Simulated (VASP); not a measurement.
Here is the system:

```
CELL_PARAMETERS angstrom
      1.66675    -2.88689     0.00000
      1.66675     2.88689     0.00000
      0.00000     0.00000    13.17735
ATOMIC_POSITIONS crystal
  Mo 0.33333 0.66667 0.25000
  Mo 0.66667 0.33333 0.75000
  Se 0.33333 0.66667 0.87731
  Se 0.66667 0.33333 0.37731
  Se 0.66667 0.33333 0.12269
  Se 0.33333 0.66667 0.62269
```

The numbers are results of optB88-vdW, VASP's PBE PAW potentials (set 64) (plane waves; VASP), not measurements. Run with 520 eV cut-off, Gaussian smearing of 0.050 eV, potentials Mo_sv Se.

What does the run give for the band gap (along the path) with the smallest direct gap where there is one?

| Property | Value |
|---|---|
| band gap (along the path) | 0.86 eV |
| smallest direct gap (along the path) | 1.35 eV |

The absolute energy has meaning only against runs of the same code, potentials and settings.

The compound is MoSe2 in the 2H layered structure. It was relaxed first.
